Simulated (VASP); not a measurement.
Here is the system:

```yaml
crystal:
  lattice:
    - [3.98000, 0.00000, 0.00000]
    - [0.00000, 3.98000, 0.00000]
    - [0.00000, 0.00000, 5.02000]
  atoms:
    - { symbol: Pb, position: [0.50000, 0.00000, 0.76500] }
    - { symbol: Pb, position: [0.00000, 0.50000, 0.23500] }
    - { symbol: O, position: [0.50000, 0.50000, 0.00000] }
    - { symbol: O, position: [0.00000, 0.00000, 0.00000] }
```
Cell charge +0.1.

Level of theory: PBE GGA, VASP's PBE PAW potentials (set 64) (plane waves; VASP). Numerical set-up: NELECT = 39.9, 520 eV cut-off, 5×5×4 Γ-centred mesh, Gaussian smearing of 0.050 eV, potentials Pb_d O.

The cell is charged, with a uniform compensating background. Unless said otherwise, spin-orbit coupling is left out, though it shifts the bands of the heavy elements here.

Predict the energy per atom (σ→0), pressure, largest force, band gap (on the k-mesh) with the smallest direct gap where there is one.

| Item | Result |
|---|---|
| band gap (on the k-mesh) | none (metal, semimetal or under 0.01 eV) |
| energy per atom (σ→0) | -5.481 eV/atom |
| pressure | 2.25 GPa |
| largest force | 0.415 eV/Å |

The absolute energy has meaning only against runs of the same code, potentials and settings.

The compound is PbO in the litharge structure. The cell was not relaxed at this level. The k-mesh is coarse (spacing up to 0.32 per Å, 2π included), so the numbers may not be converged in it. The run is one of a series of settings (NELECT = 39.9 against the base run), some of them coarse on purpose.
